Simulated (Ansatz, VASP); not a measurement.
# AlNi in two plane-wave programs, part 2 of 2

Wanted: the spread between two codes on one cell, functional and k mesh. The cell is taken from a series of runs on this material, whose earlier steps may have relaxed, scaled, displaced or heated it; both programs get it as it stands.

VASP 6.6.1 and Ansatz 0.2.0.

So far: The starting structure; VASP: zone-centre phonons, PBEsol.

## (3) Ansatz: zone-centre phonons, PBEsol

Level of this step: Ansatz beside VASP: Kohn-Sham DFT, plane waves, PBEsol (Ansatz).

Ansatz runs on its PAW soft_1 files.

The same cell, functional, mesh and smearing now go to Ansatz, which takes its cutoff from its data sets.

Contents of input.yaml:

```yaml
crystal:
  lattice:
    - [2.8114975585, -0.0356106449, 0.0]
    - [-0.0356106449, 2.8114975585, 0.0]
    - [0.0, 0.0, 2.9336491174]
  atoms:
    - { symbol: Al, position: [0.0, 0.0, 0.0] }
    - { symbol: Ni, position: [0.5, 0.5, 0.5] }
kpoints:
  mp_grid: { grid: [16, 16, 16] }
hamiltonian:
  xc: pbesol
  pseudopotentials: { kind: paw, azcp: { folder: soft_1 }, xc_functional: pbe }
scf:
  occupations: { method: methfessel_paxton, width: 0.2 }
output:
  eigenvalues: true
phonons:
  method: dfpt
```

Launch:

```
ansatz run input.yaml --threads 4 --pin off --max-ram 10240MiB --backend cpu --events-out ev --progress --plain --runs-dir out
```

Numbers of over 12 decimals in the logs are rounded to 6 here.

The log of the run:

```text
zone centre: on kpoints.mp_grid the ground state, and the responses unless they are solved on pairs of k-points, stand on 1170 of the mesh's 4096 k-points, reduced under 4 symmetry operations, with k and −k counted as one. Each operation leaves every solved displacement unchanged or reverses it
Engine: ansatz 0.2.0, x86_64-unknown-linux-gnu
Pseudopotentials: kind: paw
Pseudopotential: Al, paw, valence charge 3, recommended cutoff 420 eV (normal), soft_1/Al.paw.azcp
Pseudopotential: Ni, paw, valence charge 18, recommended cutoff 420 eV (normal), soft_1/Ni.paw.azcp
Functional definition: PBEsol
  exchange = pbesol_x
  correlation = pbesol_c
Crystal: 2 atoms, lattice volume = 23.185 Å³
Basis set: ecut = 420 eV, 457 PW (Γ), exchange–correlation on 40×40×40 points (8 copies of the dense FFT grid, shifted against one another)
Bands: 15, of which v1, the nominal top of the filled ones, is band 11 counted from 1 (10 counted from 0)
Symmetry: 8 space group operations
k-points: 1170 of 4096 (irreducible under 4 space group operations)
Non-local potential: Al, projectors of the file, l = 0: 2, l = 1: 2, l = 2: 1
Non-local potential: Ni, projectors of the file, l = 0: 3, l = 1: 2, l = 2: 3, l = 3: 1
PAW form: soft (Blöchl's): semilocal exchange-correlation on the pseudo side does not see the compensation charge
PAW frozen core: Al, regenerated for the run's functional, and the local potential with it (the file was generated under x = pbe(κ = 0.804, μ = 0.219515), c = pbe(β = 0.066725))
PAW frozen core: Ni, regenerated for the run's functional, and the local potential with it (the file was generated under x = pbe(κ = 0.804, μ = 0.219515), c = pbe(β = 0.066725))
PAW one-centre angular grid: Al, 110 points (default); XC on 64 Gauss nodes
PAW one-centre angular grid: Ni, 590 points (default); XC on 64 Gauss nodes
Initial density: superposition of atomic densities (chi_scale 0.1, normalization cell, long waves kept (reshape's long-wave potential 0.00 eV rms))
Initial wavefunctions: pseudopotential atomic-orbital guess
Functional: x = pbesol(κ = 0.804, μ = 0.123457), c = pbesol(β = 0.046)
SCF iter   1: F=—  HF=-6331.208639 eV  |F-HF|=—  |Δ(HF+E_count)|=         —  Δρ=7.47e-2  dr2=1.33e0  ethr=3.10e-3  ⟨swp⟩=4.0  Hψ=77698  notcnv=0
preconditioner: auto → none  [metal: Δε(μ)=0.016 eV  Ē_g=10.337 eV  σ=0.200 eV  W_gap=0.07  n_scr=6 (ndim 8)  ℏωp=27.8 eV  f_vac=0.000  D(μ)=0.66/eV (n_scr^D=6)  sad-step TF]
SCF iter   2: F=—  HF=-6331.062729 eV  |F-HF|=—  |Δ(HF+E_count)|=   1.46e-1  S|Δr|=    0.00e0  Δρ=5.65e-2  dr2=8.12e-1  ethr=3.10e-3  ⟨swp⟩=2.0  Hψ=31384  notcnv=0  defer=255
SCF iter   3: F=—  HF=-6330.875709 eV  |F-HF|=—  |Δ(HF+E_count)|=   1.87e-1  S|Δr|=    0.00e0  Δρ=2.05e-2  dr2=8.90e-2  ethr=3.10e-3  ⟨swp⟩=2.0  Hψ=22206  notcnv=0  defer=255
SCF iter   4: F=—  HF=-6330.860148 eV  |F-HF|=—  |Δ(HF+E_count)|=   1.56e-2  S|Δr|=    0.00e0  Δρ=5.36e-3  dr2=3.76e-3  ethr=4.24e-4  ⟨swp⟩=2.0  Hψ=30081  notcnv=0  defer=243
SCF iter   5: F=—  HF=-6330.859913 eV  |F-HF|=—  |Δ(HF+E_count)|=   2.35e-4  S|Δr|=    0.00e0  Δρ=5.33e-4  dr2=3.05e-5  ethr=1.79e-5  ⟨swp⟩=2.5  Hψ=23825  notcnv=0  defer=240
SCF iter   6: F=—  HF=-6330.859896 eV  |F-HF|=—  |Δ(HF+E_count)|=   1.67e-5  S|Δr|=    0.00e0  Δρ=1.13e-4  dr2=1.38e-6  ethr=1.45e-7  ⟨swp⟩=2.0  Hψ=29688  notcnv=0  defer=240
SCF iter   7: F=—  HF=-6330.859900 eV  |F-HF|=—  |Δ(HF+E_count)|=   4.05e-6  S|Δr|=    0.00e0  Δρ=1.41e-5  dr2=2.70e-8  ethr=6.56e-9  ⟨swp⟩=2.4  Hψ=26192  notcnv=0  defer=240
SCF iter   8: F=—  HF=-6330.859900 eV  |F-HF|=—  |Δ(HF+E_count)|=   5.18e-9  S|Δr|=    0.00e0  Δρ=1.52e-6  dr2=3.50e-10  ethr=1.29e-10  ⟨swp⟩=2.3  Hψ=25575  notcnv=0  defer=240
SCF iter   9: F=-6330.859900 eV  HF=-6330.859900 eV  |F-HF|=9.09e-13  |Δ(HF+E_count)|=  5.18e-11  S|Δr|=    0.00e0  Δρ=8.11e-8  dr2=1.27e-12  ethr=1.00e-12  ⟨swp⟩=4.9  Hψ=81850  notcnv=0
SCF 1 converged in 9 iterations: F = -6330.859900 eV  dr2 = 1.27e-12
  greatest PAW one-centre occupation: 1.001 electrons in one spin orbital (limit 2), on the Ni atom at site 1 (counted from 0), in its partial waves of l = 1
DFPT response loops at Γ: preconditioner auto → Kerker (q_TF=auto, 2.684 Å⁻¹) (partly filled bands, converged f_vac=0.000); β = 1.00, the filter's whole step (`scf.mixing.beta` (0.50) is not read by the response loops under this deck's `scf.mixing.preconditioner`; to damp them name `kerker` or `kerker_dos`, under which they read `scf.mixing.beta`, and type it under 1.00, their step now; both keys bind the ground state too); Broyden in place of MSR1
SCF converged after 9 iterations
Stability not checked: this state was not tested for a lower state beside it, because cold or Methfessel-Paxton smearing, or corrected tetrahedra, fill the levels in a way that the test cannot read (fill_not_monotonic; see scf.lower_state_search)
Free energy (F): -6330.859900 eV
Harris-Foulkes:  -6330.859900 eV  (|F-HF|=9.09e-13)
Internal energy: -6330.859748 eV  (E = F + TS)
E sigma→0 (E₀):  -6330.859862 eV
Entropy (-TS):   -0.000152 eV (-0.076 meV/atom)
Fermi energy:    14.263562 eV
--- Per-component energies (eV) ---
  E_band       = -330.546259
  E_kinetic    = 369.611242
  E_local      = -3705.581044  (includes V_loc(G=0)·N_el)
  E_nonlocal   = -105.465100
  E_hartree    = 1946.413052
  E_xc         = -151.959795
  E_vxc        = -177.843199  (∫ρ·V_xc dr)
  E_paw        = -2080.819241  (= ΣΔE_a)
  E_vpaw       = -604.095036  (= ΣTr[D̂ρ^β])
  E_aug_tail   = 0.000854  (compensation charges beyond the density's cutoff)
  E_ewald      = -2603.276144
  E_core_change = 0.216428  (= ΣΔE_core)
  E_smearing   = -0.000152  (= −TS)
  E_closure    = 0.000000  (closes the sum)
  Σ components = -6330.859900   (vs F -6330.859900, Δ=0.00e0)
--- Band table (eV; the first three rows and the last of 1170) ---
  k-point 0: bands = [... 7 lower, 12.6043, 12.6730, 12.7592, 18.8635, 20.3225, 20.4842, 22.2394, 22.6606]
  k-point 1: bands = [... 7 lower, 12.5764, 12.6465, 12.7619, 18.2048, 20.4140, 20.5733, 22.6581, 22.9065]
  k-point 2: bands = [... 7 lower, 12.4989, 12.5728, 12.7698, 16.9612, 20.6823, 20.8353, 22.6509, 24.1462]
  k-point 1169: bands = [... 7 lower, 13.2019, 13.3226, 16.0450, 16.1000, 16.4213, 18.3059, 18.5894, 18.8909]
--- Phonons (Γ-DFPT): 4 representative perturbations + reference, on 1170 of 4096 k-points (Σ response iterations 12) ---
  k mesh reduced under 4 symmetry operations, with k and −k counted as one. Each operation leaves every solved displacement unchanged or reverses it
  ASR residual: 2.384e-5 → 0.000e0 eV/Å²; symmetrization residual: 4.931e-7 eV/Å²
  ASR residual per site (eV/Å²): 4.95e-6 2.38e-5
  Γ frequencies (cm⁻¹): 0.00 0.00 0.00 289.23 311.45 322.77
  non-analytic LO–TO correction: not included (Born effective charges unavailable; polar crystals: no LO–TO splitting at Γ)
```

In the SCF lines HF is the Harris–Foulkes energy and dr2 the Hartree energy of the density residual, in eV; the loop may stop once dr2 is under the threshold and the program's other checks hold. Hψ counts applications of the Hamiltonian.

## (4) Differences

Known differences besides the potentials themselves: the data sets hold 21 valence electrons in Ansatz (on its PAW soft_1 files) and 13 in VASP; the cutoff is 420 eV in Ansatz and 600 eV in VASP; Ansatz makes its cores anew for this functional, VASP keeps those of its PBE data sets. Total energies have different zeros and are not compared.

The two programs side by side:

```
             quantity  Ansatz   VASP  difference
optical mode 1 (cm⁻¹)   289.2  290.4     -0.40 %
optical mode 2 (cm⁻¹)   311.4  312.9     -0.46 %
optical mode 3 (cm⁻¹)   322.8  324.1     -0.40 %
```

Modes are paired by rising frequency, not by their patterns, so a pair may set unlike modes beside each other; they are those without the splitting of longitudinal modes.

## (5) What came out

- r.m.s. difference of the optical zone-centre modes, each program's sorted by frequency (zone-centre phonons, PBEsol): 1.3 cm⁻¹

In words: The r.m.s. difference of the optical zone-centre modes, each program's sorted by frequency is 1.3 cm⁻¹ (zone-centre phonons, PBEsol). The data sets hold unlike numbers of valence electrons (21 in Ansatz and 13 in VASP), so part of the differences comes from the potentials. Such differences can come from data sets, numerical settings and the points named under the comparisons, not from the functional's error against experiment.

[Lines on the potential files, build, host, timing and source positions are cut from VASP's logs without a mark.]

[Logs are printed without paths, hosts, clocks, repeated set-up lines and the standing remarks that a program may print on its own settings, such as how far it seeks lower states.]

[Hosts, paths, dates, database ids (printed as entryN), source tags and the programs' standing remarks are cut or masked in the printed files.]
